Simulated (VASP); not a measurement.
These are vdW-DF2, VASP's PBE PAW potentials (set 64) (plane waves; VASP 6.6.1) values and carry that method's errors.

Input for VASP

### INCAR
```
SYSTEM = ZrB2
PREC = Accurate
ENCUT = 520
EDIFF = 1E-6
NELM = 100
ALGO = Normal
LREAL = .FALSE.
LASPH = .TRUE.
ISMEAR = 1
SIGMA = 0.1
GGA = ML
ZAB_VDW = -1.8867
LUSE_VDW = .TRUE.
AGGAC = 0.0
LMAXMIX = 4
LWAVE = .FALSE.
LCHARG = .FALSE.
IBRION = 2
ISIF = 3
NSW = 60
EDIFFG = -0.02
```

**KPOINTS**
```
Automatic mesh
0
Gamma
10 10 8
0 0 0
```

**POSCAR**
```
ZrB2
1
    1.5773694155    -2.7320844332    -0.0000000000
    1.5773694155     2.7320844332     0.0000000000
   -0.0000000000    -0.0000000000     3.5119726415
Zr B
1 2
Direct
  0.0000000000   0.0000000000   0.0000000000
  0.3333330000   0.6666670000   0.5000000000
  0.6666670000   0.3333330000   0.5000000000
```

POTCAR, in this order: Zr_sv B (PBE.64 set). Program: vasp_std.

The run wrote:

**OSZICAR**
```
       N       E                     dE             d eps       ncg     rms          rms(c)
DAV:   1     0.120636425385E+03    0.12064E+03   -0.10080E+04  1820   0.139E+03
DAV:   2    -0.158917304836E+02   -0.13653E+03   -0.13176E+03  2118   0.339E+02
DAV:   3    -0.217877738242E+02   -0.58960E+01   -0.58680E+01  3000   0.624E+01
DAV:   4    -0.219042501340E+02   -0.11648E+00   -0.11643E+00  2241   0.819E+00
DAV:   5    -0.219074470906E+02   -0.31970E-02   -0.31969E-02  2877   0.999E-01    0.211E+01
DAV:   6    -0.186150231634E+02    0.32924E+01   -0.10206E+01  2145   0.218E+01    0.822E+00
DAV:   7    -0.186058130161E+02    0.92101E-02   -0.10658E+00  2740   0.658E+00    0.323E+00
DAV:   8    -0.186196611496E+02   -0.13848E-01   -0.12472E-01  2206   0.348E+00    0.856E-01
DAV:   9    -0.186160875538E+02    0.35736E-02   -0.21065E-02  2320   0.119E+00    0.135E-01
DAV:  10    -0.186160840908E+02    0.34631E-05   -0.94356E-04  2277   0.272E-01    0.564E-02
DAV:  11    -0.186161427536E+02   -0.58663E-04   -0.10739E-04  2163   0.121E-01    0.228E-02
DAV:  12    -0.186161448918E+02   -0.21382E-05   -0.15443E-05  2375   0.417E-02    0.406E-03
DAV:  13    -0.186161449046E+02   -0.12849E-07   -0.10578E-06  1333   0.110E-02
   1 F= -.18616145E+02 E0= -.18616099E+02  d E =-.186161E+02
       N       E                     dE             d eps       ncg     rms          rms(c)
DAV:   1    -0.199902496018E+02   -0.13741E+01   -0.47272E+01  2028   0.772E+01    0.129E+01
DAV:   2    -0.187667027098E+02    0.12235E+01   -0.55067E+00  2051   0.257E+01    0.381E+00
DAV:   3    -0.185813509807E+02    0.18535E+00   -0.69362E-01  2716   0.702E+00    0.983E-01
DAV:   4    -0.185933710102E+02   -0.12020E-01   -0.92528E-02  2825   0.214E+00    0.760E-01
DAV:   5    -0.186115500593E+02   -0.18179E-01   -0.36712E-02  2810   0.117E+00    0.322E-01
DAV:   6    -0.186123603946E+02   -0.81034E-03   -0.62727E-04  2374   0.233E-01    0.196E-01
DAV:   7    -0.186129844298E+02   -0.62404E-03   -0.79863E-04  2776   0.219E-01    0.303E-02
DAV:   8    -0.186129871268E+02   -0.26970E-05   -0.25766E-05  2065   0.498E-02    0.872E-03
DAV:   9    -0.186129867363E+02    0.39050E-06   -0.33528E-06  1993   0.212E-02
   2 F= -.18612987E+02 E0= -.18612861E+02  d E =0.315817E-02
       N       E                     dE             d eps       ncg     rms          rms(c)
DAV:   1    -0.190861038494E+02   -0.47312E+00   -0.12943E+01  1923   0.392E+01    0.717E+00
DAV:   2    -0.187194542891E+02    0.36665E+00   -0.93896E-01  1941   0.111E+01    0.188E+00
DAV:   3    -0.186794025344E+02    0.40052E-01   -0.29990E-01  2783   0.458E+00    0.963E-01
DAV:   4    -0.186859778466E+02   -0.65753E-02   -0.18765E-02  2415   0.106E+00    0.334E-01
DAV:   5    -0.186891731801E+02   -0.31953E-02   -0.12217E-02  2801   0.792E-01    0.354E-01
DAV:   6    -0.186902719797E+02   -0.10988E-02   -0.11220E-03  2923   0.254E-01    0.111E-01
DAV:   7    -0.186903188670E+02   -0.46887E-04   -0.15954E-04  2293   0.120E-01    0.186E-02
DAV:   8    -0.186903212145E+02   -0.23475E-05   -0.54864E-06  2204   0.257E-02    0.944E-03
DAV:   9    -0.186903227091E+02   -0.14946E-05   -0.24433E-07  1050   0.603E-03    0.255E-03
DAV:  10    -0.186903234444E+02   -0.73537E-06   -0.53647E-08   975   0.237E-03
   3 F= -.18690323E+02 E0= -.18690267E+02  d E =-.741785E-01
       N       E                     dE             d eps       ncg     rms          rms(c)
DAV:   1    -0.186904634083E+02   -0.14070E-03   -0.45900E-03  1991   0.749E-01    0.138E-01
DAV:   2    -0.186903338311E+02    0.12958E-03   -0.38399E-04  2022   0.226E-01    0.358E-02
DAV:   3    -0.186903194546E+02    0.14376E-04   -0.92129E-05  2804   0.804E-02    0.158E-02
DAV:   4    -0.186903225466E+02   -0.30920E-05   -0.60493E-06  2412   0.179E-02    0.700E-03
DAV:   5    -0.186903249438E+02   -0.23973E-05   -0.42964E-06  2368   0.142E-02    0.600E-03
DAV:   6    -0.186903255172E+02   -0.57342E-06   -0.22009E-07   975   0.469E-03
   4 F= -.18690326E+02 E0= -.18690270E+02  d E =-.741806E-01
       N       E                     dE             d eps       ncg     rms          rms(c)
DAV:   1    -0.187032556670E+02   -0.12931E-01   -0.66304E-01  1895   0.818E+00    0.564E-01
DAV:   2    -0.186977925294E+02    0.54631E-02   -0.16805E-02  2085   0.107E+00    0.309E-01
DAV:   3    -0.186955028155E+02    0.22897E-02   -0.60713E-03  2080   0.689E-01    0.987E-02
DAV:   4    -0.186955207758E+02   -0.17960E-04   -0.17038E-04  2211   0.118E-01    0.379E-02
DAV:   5    -0.186955288272E+02   -0.80514E-05   -0.13644E-05  2416   0.399E-02    0.933E-03
DAV:   6    -0.186955291647E+02   -0.33755E-06   -0.10591E-06  1448   0.948E-03
   5 F= -.18695529E+02 E0= -.18695390E+02  d E =-.520365E-02
       N       E                     dE             d eps       ncg     rms          rms(c)
DAV:   1    -0.186958751095E+02   -0.34628E-03   -0.20247E-02  1900   0.143E+00    0.989E-02
DAV:   2    -0.186957051399E+02    0.16997E-03   -0.51791E-04  2065   0.189E-01    0.539E-02
DAV:   3    -0.186956380812E+02    0.67059E-04   -0.18640E-04  2075   0.121E-01    0.179E-02
DAV:   4    -0.186956391191E+02   -0.10379E-05   -0.54335E-06  2167   0.211E-02    0.678E-03
DAV:   5    -0.186956399213E+02   -0.80224E-06   -0.39327E-07  1125   0.725E-03
   6 F= -.18695640E+02 E0= -.18695502E+02  d E =-.531440E-02
```

### OUTCAR
```
------------------------ aborting loop because EDIFF is reached ----------------------------------------
  FORCE on cell =-STRESS in cart. coord.  units (eV):
  Direction    XX          YY          ZZ          XY          YZ          ZX
  --------------------------------------------------------------------------------------
  Total        0.0470655      0.0470655      0.0483042      0.0000000      0.0000000     -0.0000000
  in kB        2.3587176      2.3587184      2.4207938      0.0000000      0.0000000     -0.0000000
  external PRESSURE =       2.3794099 kB  Pullay stress =       0.0000000 kB
  volume of cell :       31.97
      direct lattice vectors                 reciprocal lattice vectors
     1.592105513 -2.757608115  0.000000000     0.314049538 -0.181316554 -0.000000000
     1.592105513  2.757608115  0.000000000     0.314049538  0.181316554 -0.000000000
     0.000000000 -0.000000000  3.640851161    -0.000000000  0.000000000  0.274661049
 POSITION                                       TOTAL-FORCE (eV/Angst)
 -----------------------------------------------------------------------------------
      0.00000      0.00000      0.00000         0.000000      0.000000     -0.000000
      1.59211      0.91920      1.82043        -0.000000      0.000000     -0.000000
      1.59211     -0.91920      1.82043         0.000000     -0.000000      0.000000
 -----------------------------------------------------------------------------------
    total drift:                               -0.000000     -0.000000      0.000000
  FREE ENERGIE OF THE ION-ELECTRON SYSTEM (eV)
  ---------------------------------------------------
  free  energy   TOTEN  =       -18.6956399213 eV

  energy  without entropy=      -18.6952248394  energy(sigma->0) =      -18.69550156

 reached required accuracy - stopping structural energy minimisation
```
(Selected blocks of OUTCAR.)

File CONTCAR:
```
ZrB2
   1.00000000000000
     1.5921055128809478   -2.7576081152650458    0.0000000000000000
     1.5921055128809478    2.7576081152650458    0.0000000000000000
     0.0000000000000000   -0.0000000000000000    3.6408511605714047
  Zr              B
     1     2
Direct
     0.0000000000000000    0.0000000000000000    0.0000000000000000
     0.3333330000000032    0.6666669999999968    0.5000000000000000
     0.6666669999999968    0.3333330000000032    0.5000000000000000
```

Energy and stress use the plane-wave basis of the starting cell.

The compound is ZrB2 in the AlB2 type structure. This run relaxes it. Symmetry was kept, so distortions that lower it aren't found.
